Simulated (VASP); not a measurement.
**WS2 (Tungstenite): input slips in a relaxation and what they do**

Some relaxations of WS2 (Tungstenite) get a fault in the input on purpose. Which of them show, and how? The starting structure is a measured crystal structure from the Crystallography Open Database. The first relaxation on each setting starts from this cell expanded by 3 % in volume.

Program: VASP 6.6.1. Level of theory: Kohn-Sham DFT with plane waves and PAW; PBEsol. Results are calculated unless marked as measured.

### 1. The structure

It takes space group P6_3/mmc (No. 194, hexagonal). Conventional cell: a = 3.153 Å, b = 3.153 Å, c = 12.323 Å, α = 90.00°, β = 90.00°, γ = 120.00°. Nearest to W lie 6 S at 2.40 Å. Nearest to S lie 3 W at 2.40 Å. Farther neighbours and most contacts between anions are not listed.

### 2. Reference relaxation

File INCAR:

```
SYSTEM = WS2
PREC = Accurate
ENCUT = 450
EDIFF = 1E-06
NELM = 100
ISMEAR = 0
SIGMA = 0.03
LREAL = .FALSE.
ALGO = Normal
GGA = PS
NBANDS = 24
LASPH = .TRUE.
LORBIT = 11
LWAVE = .FALSE.
LCHARG = .FALSE.
KPAR = 8
IBRION = 2
NSW = 50
ISIF = 3
EDIFFG = -0.006
```

File POSCAR:

```
WS2
1.0
    3.1844218325      0.0000000000      0.0000000000
   -1.5922109162      2.7577902033      0.0000000000
    0.0000000000      0.0000000000     12.4450178364
W S
2 4
Direct
    0.6666666667      0.3333333333      0.7500000000
    0.3333333333      0.6666666667      0.2500000000
    0.6666666667      0.3333333333      0.3775000000
    0.3333333333      0.6666666667      0.8775000000
    0.6666666667      0.3333333333      0.1225000000
    0.3333333333      0.6666666667      0.6225000000
```

File KPOINTS:

```
Automatic mesh
0
Gamma
9 9 2
0 0 0
```

PAW data sets: W and S (PBE family, release 64).

Run with:

```
$ mpirun -np 8 vasp_std
```

Output:

```text
[banner, memory and clock lines left out]
running    8 mpi-ranks, on    1 nodes
 distrk:  each k-point on    1 cores,    8 groups
 distr:  one band on    1 cores,    1 groups

 POSCAR found type information on POSCAR W S
 POSCAR found :  2 types and       6 ions
|                                                                             |
|           W    W    AA    RRRRR   N    N  II  N    N   GGGG   !!!           |
|           W    W   A  A   R    R  NN   N  II  NN   N  G    G  !!!           |
|           W    W  A    A  R    R  N N  N  II  N N  N  G       !!!           |
|           W WW W  AAAAAA  RRRRR   N  N N  II  N  N N  G  GGG   !            |
|           WW  WW  A    A  R   R   N   NN  II  N   NN  G    G                |
|           W    W  A    A  R    R  N    N  II  N    N   GGGG   !!!           |
|                                                                             |
|     For optimal performance we recommend to set                             |
|       NCORE = 2 up to number-of-cores-per-socket                            |
|     NCORE specifies how many cores store one orbital (NPAR=cpu/NCORE).      |
|     This setting can greatly improve the performance of VASP for DFT.       |
|     The default, NCORE=1 might be grossly inefficient on modern             |
|     multi-core architectures or massively parallel machines. Do your        |
|     Unfortunately you need to use the default for GW and RPA                |
|     calculations (for HF NCORE is supported but not extensively tested      |
|     yet).                                                                   |
|                                                                             |

|                                                                             |
|               ----> ADVICE to this user running VASP <----                  |
|                                                                             |
|     You enforced a specific xc type in the INCAR file but a different       |
|     [... a line on the potential file left out ...]
|     I HOPE YOU KNOW WHAT YOU ARE DOING!                                     |
|                                                                             |

 LDA part: xc-table for (Slater+PW92), standard interpolation
 POSCAR, INCAR and KPOINTS ok, starting setup
 FFT: planning ... GRIDC
 FFT: planning ... GRID_SOFT
 FFT: planning ... GRID
 WAVECAR not read
 entering main loop
       N       E                     dE             d eps       ncg     rms          rms(c)
DAV:   1     0.167344918207E+03    0.16734E+03   -0.14843E+04  1152   0.118E+03
DAV:   2    -0.397486072413E+02   -0.20709E+03   -0.20019E+03  1584   0.262E+02
DAV:   3    -0.531067963924E+02   -0.13358E+02   -0.13272E+02  1536   0.667E+01
DAV:   4    -0.533909779584E+02   -0.28418E+00   -0.28350E+00  1592   0.105E+01
DAV:   5    -0.533973756675E+02   -0.63977E-02   -0.63953E-02  1536   0.144E+00    0.387E+01
DAV:   6    -0.510444103344E+02    0.23530E+01   -0.11141E+01  1704   0.162E+01    0.173E+01
DAV:   7    -0.507495393532E+02    0.29487E+00   -0.38444E+00  1552   0.110E+01    0.900E+00
DAV:   8    -0.505893956247E+02    0.16014E+00   -0.53185E-01  1624   0.457E+00    0.131E+00
DAV:   9    -0.505844565238E+02    0.49391E-02   -0.74004E-02  1568   0.147E+00    0.553E-01
DAV:  10    -0.505829238721E+02    0.15327E-02   -0.12971E-02  1608   0.654E-01    0.376E-01
DAV:  11    -0.505828684938E+02    0.55378E-04   -0.18923E-03  1608   0.247E-01    0.140E-01
DAV:  12    -0.505828320012E+02    0.36493E-04   -0.45983E-04  1616   0.137E-01    0.561E-02
DAV:  13    -0.505828352564E+02   -0.32552E-05   -0.30149E-05  1576   0.318E-02    0.743E-03
DAV:  14    -0.505828350522E+02    0.20423E-06   -0.55296E-06  1576   0.120E-02
   1 F= -.50582835E+02 E0= -.50582835E+02  d E =-.505828E+02
[... from here on, the cycles between the ionic steps are left out ...]
   2 F= -.50201886E+02 E0= -.50201886E+02  d E =0.380949E+00
   3 F= -.50660080E+02 E0= -.50660080E+02  d E =-.772446E-01
   4 F= -.50660147E+02 E0= -.50660147E+02  d E =-.773124E-01
   5 F= -.50663444E+02 E0= -.50663444E+02  d E =-.329670E-02
   6 F= -.50663447E+02 E0= -.50663447E+02  d E =-.329981E-02
   7 F= -.50664044E+02 E0= -.50664044E+02  d E =-.596854E-03
   8 F= -.50665567E+02 E0= -.50665567E+02  d E =-.212023E-02
   9 F= -.50667543E+02 E0= -.50667543E+02  d E =-.409552E-02
  10 F= -.50668000E+02 E0= -.50668000E+02  d E =-.455262E-02
  11 F= -.50668284E+02 E0= -.50668284E+02  d E =-.483633E-02
  12 F= -.50668155E+02 E0= -.50668155E+02  d E =-.470783E-02
  13 F= -.50665673E+02 E0= -.50665673E+02  d E =0.248215E-02
  14 F= -.50668212E+02 E0= -.50668212E+02  d E =-.564464E-04
  15 F= -.50668213E+02 E0= -.50668213E+02  d E =-.579787E-04
  16 F= -.50668243E+02 E0= -.50668243E+02  d E =-.295325E-04
  17 F= -.50668242E+02 E0= -.50668242E+02  d E =-.293942E-04
  18 F= -.50668246E+02 E0= -.50668246E+02  d E =-.315140E-05
  19 F= -.50668255E+02 E0= -.50668255E+02  d E =-.127111E-04
  20 F= -.50668271E+02 E0= -.50668271E+02  d E =-.287349E-04
  21 F= -.50668300E+02 E0= -.50668300E+02  d E =-.576073E-04
  22 F= -.50668337E+02 E0= -.50668337E+02  d E =-.946351E-04
  23 F= -.50668329E+02 E0= -.50668329E+02  d E =-.864474E-04
  24 F= -.50668334E+02 E0= -.50668334E+02  d E =-.913007E-04
  25 F= -.50668345E+02 E0= -.50668345E+02  d E =-.102566E-03
  26 F= -.50668343E+02 E0= -.50668343E+02  d E =-.100485E-03
  27 F= -.50668362E+02 E0= -.50668362E+02  d E =-.188437E-04
 trial-energy change:   -0.000019  1 .order   -0.000019   -0.000025   -0.000013
 step:   0.2976(harm=  0.2976)  dis= 0.00021  next Energy=   -50.668369 (dE=-0.257E-04)
 bond charge predicted
       N       E                     dE             d eps       ncg     rms          rms(c)
DAV:   1    -0.506683847458E+02   -0.22971E-04   -0.65486E-04  1184   0.130E-01    0.408E-02
DAV:   2    -0.506683717946E+02    0.12951E-04   -0.28491E-05  1176   0.323E-02    0.216E-02
DAV:   3    -0.506683683283E+02    0.34663E-05   -0.89981E-06  1320   0.133E-02    0.839E-03
DAV:   4    -0.506683684866E+02   -0.15829E-06   -0.12218E-06   632   0.553E-03
  28 F= -.50668368E+02 E0= -.50668368E+02  d E =-.255268E-04
 curvature:  -0.36 expect dE=-0.350E-07 dE for cont linesearch -0.112E-07
 trial: gam= 0.00000 g(F)=  0.280E-07 g(S)=  0.702E-07 ort =-0.360E-05 (trialstep = 0.175E+00)
 search vector abs. value=  0.983E-07
 reached required accuracy - stopping structural energy minimisation
```

It took 4.3 min on 8 MPI ranks of AMD EPYC 7R43, shared host; peak memory 2 GiB; 32 min of CPU time.

The logs omit lines about the potential files and the build; timing stands in the text.

From OUTCAR (step 2):

```text
ion  position               nearest neighbor table
   1  0.667  0.333  0.750-   4 2.43   6 2.43   4 2.43   6 2.43   4 2.43   6 2.43
   2  0.333  0.667  0.250-   3 2.43   5 2.43   3 2.43   5 2.43   3 2.43   5 2.43
   3  0.667  0.333  0.377-   2 2.43   2 2.43   2 2.43
   4  0.333  0.667  0.877-   1 2.43   1 2.43   1 2.43
   5  0.667  0.333  0.123-   2 2.43   2 2.43   2 2.43
   6  0.333  0.667  0.623-   1 2.43   1 2.43   1 2.43

  LATTYP: Found a hexagonal cell.
 ALAT       =     3.1844218325
 C/A-ratio  =     3.9080933655

 Subroutine GETGRP returns: Found 24 space group operations
 (whereof 12 operations were pure point group operations)

The static configuration has the point symmetry D_3d.
 The point group associated with its full space group is D_6h.

 Found     24 irreducible k-points:

   k-points           NKPTS =     24   k-points in BZ     NKDIM =     24   number of bands    NBANDS=     24

   dimension x,y,z NGX =    24 NGY =   24 NGZ =   90
   dimension x,y,z NGXF=    48 NGYF=   48 NGZF=  180

   ENCUT  =  450.0 eV  33.07 Ry    5.75 a.u.   5.51  5.51 21.53*2*pi/ulx,y,z

   NELECT =      36.0000    total number of electrons

 k-points in reciprocal lattice and weights: Automatic mesh
   0.00000000  0.00000000  0.00000000       0.006
   0.11111111 -0.00000000  0.00000000       0.037
   0.22222222  0.00000000  0.00000000       0.037
   0.33333333  0.00000000  0.00000000       0.037
   0.44444444  0.00000000  0.00000000       0.037
   0.11111111  0.11111111  0.00000000       0.037
   0.22222222  0.11111111  0.00000000       0.074
   0.33333333  0.11111111  0.00000000       0.074
   0.44444444  0.11111111  0.00000000       0.037
[...]
0.33333333  0.22222222  0.50000000       0.074
   0.33333333  0.33333333  0.50000000       0.012

 average (electrostatic) potential at core
       1 -39.8274       2 -39.8274       3 -85.9950       4 -85.9950       5 -85.9950
       6 -85.9950

 E-fermi :   6.0868

 k-point     1 :       0.0000    0.0000    0.0000
  band No.  band energies     occupation
    ...
     14       3.9013      2.00000
     15       3.9013      2.00000
     16       4.3413      2.00000
     17       4.8114      2.00000
     18       5.9479      2.00000
     19       8.4373      0.00000
     20       8.4373      0.00000
     21       8.4460      0.00000
     22       8.4460      0.00000
     23       8.5416      0.00000
    ...

 k-point     2 :       0.1111   -0.0000    0.0000
  band No.  band energies     occupation
    ...
     14       3.5829      2.00000
     15       3.8867      2.00000
     16       4.6368      2.00000
     17       4.8262      2.00000
     18       5.6132      2.00000
     19       8.0557      0.00000
     20       8.2681      0.00000
     21       8.3422      0.00000
     22       8.3673      0.00000
     23       8.3808      0.00000
    ...

 k-point     3 :       0.2222    0.0000    0.0000
  band No.  band energies     occupation
    ...
     14       3.3571      2.00000
     15       3.5753      2.00000
     16       4.2895      2.00000
     17       4.5851      2.00000
     18       4.7429      2.00000
     19       7.4115      0.00000
     20       8.0332      0.00000
     21       8.2018      0.00000
     22       8.2782      0.00000
     23       8.3931      0.00000
    ...

  Total       -0.0000526     -0.0000526      0.0029534     -0.0000000     -0.0000000     -0.0000000
  in kB       -0.0007779     -0.0007779      0.0436986     -0.0000000     -0.0000000     -0.0000000
  external PRESSURE =       0.0140476 kB  Pullay stress =       0.0000000 kB

  energy-cutoff  :      450.00
  volume of cell :      108.28
      direct lattice vectors                 reciprocal lattice vectors
     3.142231197 -0.000000000 -0.000000000     0.318245201  0.183738953 -0.000000000
    -1.571115599  2.721252041  0.000000000     0.000000000  0.367477905  0.000000000
     0.000000000 -0.000000000 12.663539788     0.000000000 -0.000000000  0.078966862

 POSITION                                       TOTAL-FORCE (eV/Angst)
 -----------------------------------------------------------------------------------
      1.57112      0.90708      9.49765        -0.000000      0.000000      0.000000
     -0.00000      1.81417      3.16588         0.000000     -0.000000      0.000000
      1.57112      0.90708      4.73388        -0.000000      0.000000      0.000381
     -0.00000      1.81417     11.06565         0.000000      0.000000      0.000381
      1.57112      0.90708      1.59789        -0.000000     -0.000000     -0.000381
     -0.00000      1.81417      7.92966         0.000000     -0.000000     -0.000381
 -----------------------------------------------------------------------------------
    total drift:                               -0.000000      0.000000     -0.000000

  FREE ENERGIE OF THE ION-ELECTRON SYSTEM (eV)
  ---------------------------------------------------
  free  energy   TOTEN  =       -50.6683684866 eV

  energy  without entropy=      -50.6683684866  energy(sigma->0) =      -50.66836849

 reached required accuracy - stopping structural energy minimisation

 total charge
# of ion       s       p       d       tot
------------------------------------------
    1        0.570   0.731   4.325   5.626
    2        0.570   0.731   4.325   5.626
    3        1.354   2.346   0.000   3.700
    4        1.354   2.346   0.000   3.700
    5        1.354   2.346   0.000   3.700
    6        1.354   2.346   0.000   3.700
--------------------------------------------------
tot          6.555  10.846   8.649  26.051

[... 3 further parts left out ...]
```

Logs of long relaxations may skip ionic steps without a mark.

The PAW data sets were made with PBE, which is usual practice but a small mismatch for other functionals. The data set W keeps the semicore shell frozen, which is cheaper and a little less accurate. The run keeps the 24 symmetry operations of its start, so it cannot find a distortion of lower symmetry.

The reference relaxation ends at 18.047 Å³ an atom.

### 3. Relaxation with a functional's name that the tag doesn't take

A slip made on purpose: a functional's name that the tag doesn't take. Against step 2 the input has GGA = PBESOL (also changed: NELM).

Changes to INCAR since step 2:

```diff
@@ -4,3 +4,3 @@
 EDIFF = 1E-06
-NELM = 100
+NELM = 60
 ISMEAR = 0
@@ -9,3 +9,3 @@
 ALGO = Normal
-GGA = PS
+GGA = PBESOL
 NBANDS = 24
```

POSCAR is that of step 2.

KPOINTS is that of step 2.

Run with:

```
$ mpirun -np 8 vasp_std
```

Output:

```text
[banner, memory and clock lines left out]
running    8 mpi-ranks, on    1 nodes
[...]
|                                                                             |
|           W    W    AA    RRRRR   N    N  II  N    N   GGGG   !!!           |
|           W    W   A  A   R    R  NN   N  II  NN   N  G    G  !!!           |
|           W    W  A    A  R    R  N N  N  II  N N  N  G       !!!           |
|           W WW W  AAAAAA  RRRRR   N  N N  II  N  N N  G  GGG   !            |
|           WW  WW  A    A  R   R   N   NN  II  N   NN  G    G                |
|           W    W  A    A  R    R  N    N  II  N    N   GGGG   !!!           |
|                                                                             |
|     For optimal performance we recommend to set                             |
|       NCORE = 2 up to number-of-cores-per-socket                            |
|     NCORE specifies how many cores store one orbital (NPAR=cpu/NCORE).      |
|     This setting can greatly improve the performance of VASP for DFT.       |
[...]
|     calculations (for HF NCORE is supported but not extensively tested      |
|     yet).                                                                   |
|                                                                             |

|                                                                             |
|     EEEEEEE  RRRRRR   RRRRRR   OOOOOOO  RRRRRR      ###     ###     ###     |
|     E        R     R  R     R  O     O  R     R     ###     ###     ###     |
|     E        R     R  R     R  O     O  R     R     ###     ###     ###     |
|     EEEEE    RRRRRR   RRRRRR   O     O  RRRRRR       #       #       #      |
|     E        R   R    R   R    O     O  R   R                               |
|     E        R    R   R    R   O     O  R    R      ###     ###     ###     |
|     EEEEEEE  R     R  R     R  OOOOOOO  R     R     ###     ###     ###     |
|                                                                             |
|     Error: One of the selected functionals does not exist.                  |
|                                                                             |
|       ---->  I REFUSE TO CONTINUE WITH THIS SICK JOB ... BYE!!! <----       |
|                                                                             |

1
1
1
1
1
1
1
1
```

Wall time 5.8 s (8 MPI ranks).

VASP stopped with this message: “Error: One of the selected functionals does not exist”.

### 4. Relaxation with a loose electronic threshold

A slip made on purpose: a loose electronic threshold. Against step 2 the input has EDIFF = 0.01 (also changed: NELM and NSW).

Changes to INCAR since step 3:

```diff
@@ -3,3 +3,3 @@
 ENCUT = 450
-EDIFF = 1E-06
+EDIFF = 0.01
 NELM = 60
@@ -9,3 +9,3 @@
 ALGO = Normal
-GGA = PBESOL
+GGA = PS
 NBANDS = 24
@@ -17,3 +17,3 @@
 IBRION = 2
-NSW = 50
+NSW = 30
 ISIF = 3
```

POSCAR is that of step 3.

KPOINTS is that of step 3.

Run with:

```
$ mpirun -np 8 vasp_std
```

Output:

```text
[banner, memory and clock lines left out]
running    8 mpi-ranks, on    1 nodes
[...]
[... a notice as in an earlier step ...]

 [... a notice as in an earlier step ...]

 LDA part: xc-table for (Slater+PW92), standard interpolation
 POSCAR, INCAR and KPOINTS ok, starting setup
[...]
entering main loop
       N       E                     dE             d eps       ncg     rms          rms(c)
[... 8 cycles as in an earlier step ...]
DAV:   9    -0.505844565238E+02    0.49391E-02   -0.74004E-02  1568   0.147E+00
   1 F= -.50584457E+02 E0= -.50584457E+02  d E =-.505845E+02
[... from here on, the cycles between the ionic steps are left out ...]
   2 F= -.50255293E+02 E0= -.50255293E+02  d E =0.329164E+00
   3 F= -.50659245E+02 E0= -.50659245E+02  d E =-.747880E-01
   5 F= -.50660156E+02 E0= -.50660156E+02  d E =-.756998E-01
   7 F= -.50660381E+02 E0= -.50660381E+02  d E =-.759246E-01
   9 F= -.50644220E+02 E0= -.50644220E+02  d E =0.161606E-01
  11 F= -.50665076E+02 E0= -.50665076E+02  d E =-.469472E-02
  13 F= -.50664110E+02 E0= -.50664110E+02  d E =-.372936E-02
  15 F= -.50664085E+02 E0= -.50664085E+02  d E =-.370403E-02
  17 F= -.50666143E+02 E0= -.50666143E+02  d E =-.205756E-02
  19 F= -.50640286E+02 E0= -.50640286E+02  d E =0.237991E-01
  21 F= -.50662075E+02 E0= -.50662075E+02  d E =0.201009E-02
  23 F= -.50662969E+02 E0= -.50662969E+02  d E =-.114465E-02
  25 F= -.50667315E+02 E0= -.50667315E+02  d E =-.549097E-02
  27 F= -.50666299E+02 E0= -.50666299E+02  d E =-.447481E-02
  29 F= -.50666910E+02 E0= -.50666910E+02  d E =-.430253E-03
  30 F= -.50667428E+02 E0= -.50667428E+02  d E =-.949116E-03
[...]
opt :   0.4659  next Energy=   -50.667503 (dE=-0.102E-02)
```

Run time: 2.5 min. Hardware: 8 MPI ranks; peak memory 2 GiB.

OUTCAR, selected parts (step 4):

```text
  Total       -0.0797859     -0.0797859      0.3485163     -0.0000000      0.0000000     -0.0000000
  in kB       -1.1904984     -1.1904984      5.2002654     -0.0000000      0.0000000     -0.0000000
  external PRESSURE =       0.9397562 kB  Pullay stress =       0.0000000 kB

 POSITION                                       TOTAL-FORCE (eV/Angst)
 -----------------------------------------------------------------------------------
      1.57269      0.90800      9.39918        -0.000000     -0.000000      0.000000
     -0.00000      1.81599      3.13306        -0.000000      0.000000      0.000000
      1.57269      0.90800      4.70069         0.000000     -0.000000     -0.036720
     -0.00000      1.81599     10.96681        -0.000000     -0.000000     -0.036720
      1.57269      0.90800      1.56543        -0.000000      0.000000      0.036720
     -0.00000      1.81599      7.83155         0.000000     -0.000000      0.036720
 -----------------------------------------------------------------------------------
    total drift:                               -0.000000      0.000000     -0.000000

  FREE ENERGIE OF THE ION-ELECTRON SYSTEM (eV)
  ---------------------------------------------------
  free  energy   TOTEN  =       -50.6674284925 eV

  energy  without entropy=      -50.6674284925  energy(sigma->0) =      -50.66742849

[... 1 part as in an earlier step ...]

[... 2 further parts left out ...]
[key lines of the parts left out:]
E-fermi :   6.2101
```

The relaxation used up its 30 ionic steps (NSW) before forces and stress met EDIFFG.

[end of part 1 of 2]

[Lines on the potential files, build, host, timing and source positions are cut from VASP's logs without a mark.]

[Logs are printed without paths, hosts, clocks, repeated set-up lines and the standing remarks that a program may print on its own settings, such as how far it seeks lower states.]

[Hosts, paths, dates, database ids (printed as entryN), source tags and the programs' standing remarks are cut or masked in the printed files.]
